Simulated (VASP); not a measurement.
Consider the following.

```
RuZr
1.0
    3.23081     0.00000     0.00000
    0.00000     3.23081     0.00000
    0.00000     0.00000     3.23081
Zr Ru
1 1
Direct
  0.50000   0.50000   0.50000
  0.00000   0.00000   0.00000
```

Calculation: PBEsol GGA with spin-orbit coupling, VASP's PBE PAW potentials (set 64) (plane waves; VASP). Numerical set-up: 400 eV cut-off, 10×10×10 Γ-centred mesh, Gaussian smearing of 0.050 eV, potentials Zr_sv Ru_pv.

Problem. Estimate the energy per atom (σ→0), band gap (over mesh and band path) with the smallest direct gap where there is one.

Solution. 
The band gap (over mesh and band path) is none (metal, semimetal or under 0.01 eV). The energy per atom (σ→0) comes out as -10365 meV/atom.

The absolute energy has meaning only against runs of the same code, potentials and settings.

The structure comes from a computed database's ZrRu entry (Pm-3m); how it stands against other phases isn't given here. It was relaxed first.
